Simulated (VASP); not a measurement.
A run of VASP 6.6.1:

The input INCAR:

```
PREC = Normal
ENCUT = 450
EDIFF = 1E-6
ISMEAR = 1
SIGMA = 0.1
LREAL = Auto
LASPH = T
NELM = 80
ALGO = Normal
ISIF = 2
LWAVE = F
LCHARG = F
LDIPOL = T
IDIPOL = 3
DIPOL = 0.5 0.5 0.463
GGA = RP
LVHAR = T
LVACPOTAV = T
ICORELEVEL = 1
KPAR = 4
```

KPOINTS

```
Automatic mesh
0
Gamma
  6 6 1
```

File POSCAR:

```
Cu16CO                                  
1.0
    5.2049168500      0.0000000000      0.0000000000
   -2.6024584200      4.5075902200      0.0000000000
    0.0000000000      0.0000000000     26.5246952200
  Cu              C               O             
    16     1     1
Selective dynamics
Direct
     0.3333333300000021    0.1666666699999979    0.3204560900000004   F   F   F
     0.3333333300000021    0.6666666699999979    0.3204560900000004   F   F   F
     0.8333333300000021    0.1666666699999979    0.3204560900000004   F   F   F
     0.8333333300000021    0.6666666699999979    0.3204560900000004   F   F   F
     0.6666666699999979    0.3333333300000021    0.4005662799999996   F   F   F
     0.6666666699999979    0.8333333300000021    0.4005662799999996   F   F   F
     0.1666666699999979    0.3333333300000021    0.4005662799999996   F   F   F
     0.1666666699999979    0.8333333300000021    0.4005662799999996   F   F   F
     0.0000000000000000    0.5000000000000000    0.4783200730379686   T   T   T
     0.9975997393998125    0.9987998696999065    0.4802941893865897   T   T   T
     0.5012001303000935    0.5024002606001875    0.4802941893865897   T   T   T
     0.5012001303000935    0.9987998696999065    0.4802941893865897   T   T   T
     0.3337203515177829    0.6668601807588884    0.5608474655808577   T   T   T
     0.3333333300000021    0.1666666699999979    0.5566422982120848   T   T   T
     0.8331398192411116    0.6668601807588884    0.5608474655808577   T   T   T
     0.8331398192411116    0.1662796484822172    0.5608474655808577   T   T   T
     0.0000000000000000    0.5000000000000000    0.6150464121054919   T   T   T
     0.0000000000000000    0.5000000000000000    0.6597049531959058   T   T   T
```

Potentials or basis: VASP PAW PBE potentials, release 64 (Cu, C, O).

Launch:

```sh
$ cat potpaw_PBE.64/Cu/POTCAR potpaw_PBE.64/C/POTCAR potpaw_PBE.64/O/POTCAR > POTCAR
$ mpirun -np 4 vasp_std > vasp.out
```

Hardware: 4 MPI ranks on Intel(R) Xeon(R) 6975P-C (Granite Rapids), on a shared host.

Problem. Estimate the wall time of this run.

Solution. Wall time 100 s on 4 MPI ranks on Intel(R) Xeon(R) 6975P-C (Granite Rapids), on a shared host, peak memory 0.48 GiB a rank. Counts: scf iterations 32, k points 7.
